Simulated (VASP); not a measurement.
Runs of VASP 6.6.1 on ClCs. The cell holds a molecule in a box, 2 atoms: a = 9.000 Å, b = 9.000 Å, c = 12.000 Å, α = 90.00°, β = 90.00°, γ = 90.00°. 

| task | level | cell | grid for exact exchange (PRECFOCK) | exchange at q = 0 | gap on the mesh (eV) | largest force (eV/Å) |
| --- | --- | --- | --- | --- | --- | --- |
| single point | TPSS+TS | as given | - | - | 3.36 | 0.24 |
| relaxation of the atoms | PBE+TS | atoms relaxed | - | - | 3.14 | - |
| single point | B3LYP+D3(BJ) | as given | Fast | truncated | 4.47 | 0.22 |
| atomic charges | PBE+TS | as given | - | - | 3.19 | (b) |
| electron localisation function | PBE | as given | - | - | 3.19 | (a) |
| single point | TPSS | as given | - | - | 3.36 | 0.09 |

Alike in all rows: potentials or basis VASP PAW PBE potentials, release 64 (Cl, Cs_sv); no spin polarisation; k mesh 1 × 1 × 1; cutoff (eV) 520; smearing gaussian 0.01 eV.

Fill in the values left out.

(a) 0.05; (b) 0.10.

Caveats: spin-orbit coupling is left out, which moves the levels of the heavy elements; the PAW data sets were made with another functional, which shifts forces and pressure a little (some runs).

A k mesh can miss the band edges, and the runs leave out spin-orbit coupling on Cs.

Not every run made on this cell is shown here.
